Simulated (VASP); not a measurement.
Write the native input for VASP 6.6.1 that does the following.

```
Task                   : relaxation of cell and atoms
Functional             : PW91
Potentials or basis    : VASP PAW PBE potentials, release 64 (Al, Cl)
Cutoff                 : 600 eV
k mesh                 : 8 × 8 × 8
Occupations            : fermi-dirac, width 0.05 eV
Spin                   : no spin polarisation
Further INCAR settings : ALGO = Normal; EDIFF = 1e-06; IBRION = 2; EDIFFG = -0.005; NSW = 40; ISIF = 3
```

The structure of AlCl lies in POSCAR:

```
AlCl
1.0
    0.0000000000      2.8486347600      2.8486347600
    2.8486347600      0.0000000000      2.8486347600
    2.8486347600      2.8486347600      0.0000000000
Al Cl
1 1
Direct
    0.5000000000      0.5000000000      0.5000000000
    0.0000000000      0.0000000000      0.0000000000
```

The cell was built by a generator and needn't be a form met in nature.

The input as run:

INCAR

```
PREC = Accurate
ENCUT = 600
EDIFF = 1E-6
ISMEAR = -1
SIGMA = 0.05
LREAL = False
LASPH = True
NELM = 80
ALGO = Normal
ISIF = 3
LWAVE = False
LCHARG = False
GGA = 91
IBRION = 2
NSW = 40
EDIFFG = -0.005
```

KPOINTS

```
Automatic mesh
0
Gamma
  8 8 8
```

Potentials or basis: VASP PAW PBE potentials, release 64 (Al, Cl).

Launch:

```console
$ cat potpaw_PBE.64/Al/POTCAR potpaw_PBE.64/Cl/POTCAR > POTCAR
$ mpirun -np 1 vasp_std > vasp.out
```

Results of the run:

The relaxed volume is 28.10 Å³/atom and the relaxed cell is a = 4.299 Å, b = 4.299 Å, c = 4.299 Å, α = 60.00°, β = 60.00°, γ = 60.00°. The space group after relaxing (to 0.05 Å) is Fm-3m (No. 225) and the energy gained by relaxing is 77.0 meV/atom. The ionic steps are 4. The pressure after relaxing is 0.0 GPa. The band gap on the k mesh is 0.60 eV, direct.

Caveat: the volume moved by over 15 % at a fixed basis, so the end points are rough; the PAW data sets were made with another functional, which shifts forces and pressure a little.

Run time: 12 s on 1 thread of Intel(R) Xeon(R) 6975P-C (Granite Rapids) (shared host), peak memory 0.17 GiB.
